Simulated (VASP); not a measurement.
The system is ScInTeSe.

```
Sc In Te Se
1.0
    -2.88577    2.95536    3.67812
     2.88577   -2.95536    3.67812
     2.88577    2.95536   -3.67812
Sc In Te Se
1 1 1 1
Cartesian
  0.0000 2.9554 0.0000
  0.0000 0.0000 3.6781
  2.8858 0.0000 0.0000
  0.0000 0.0000 0.0000
```

The cell was built by a generator and needn't be a form met in nature.

| Quantity | Value |
| --- | --- |
| Program | VASP 6.6.1 |
| Task | relaxation of cell and atoms |
| Functional | PBE |
| Potentials or basis | VASP PAW PBE potentials, release 64 (Sc_sv, In_d, Te, Se) |
| Cutoff | 520 eV |
| k mesh | 4 × 4 × 4 |
| Occupations | gaussian, width 0.15 eV |
| Spin | no spin polarisation |

At the start: pressure -0.4 GPa; volume 31.37 Å³/atom.

How do energy, volume and symmetry change on relaxing?

Over 12 steps the energy falls by 269.2 meV/atom and the volume is 31.54 Å³/atom (+0.5 %); space group Immm (No. 71, to 0.05 Å).

Step by step:
```
step  energy change (eV)  largest force (eV/Å)  pressure (GPa)  volume (Å³)
   1              0.0000                0.0000           -0.36       125.48
   2             -0.5622                0.0000           -2.64       123.53
   3             -0.7606                0.0000           -2.25       121.77
   4             -0.9302                0.0000            1.45       117.00
   5             -1.0262                0.0000           -1.01       122.41
   6             -1.0365                0.0000           -0.62       120.94
   7             -1.0542                0.0000            0.66       119.76
   8             -1.0549                0.0000            0.49       119.93
   9             -1.0664                0.0000            0.58       121.51
  10             -1.0708                0.0000            0.77       123.18
  11             -1.0759                0.0000           -0.28       127.14
  12             -1.0768                0.0000           -0.02       126.15
```

Final structure:
```yaml
crystal:
  lattice:
    - [-3.85106, 2.82557, 2.89839]
    - [3.85106, -2.82557, 2.89839]
    - [3.85106, 2.82557, -2.89839]
  atoms:
    - { symbol: Sc, position: [0.50000, 0.00000, 0.50000] }
    - { symbol: In, position: [0.50000, 0.50000, 0.00000] }
    - { symbol: Te, position: [0.00000, 0.50000, 0.50000] }
    - { symbol: Se, position: [0.00000, 0.00000, 0.00000] }
```

Caveat: the k mesh is coarse (spacing up to 0.38 Å⁻¹), so the values aren't converged.
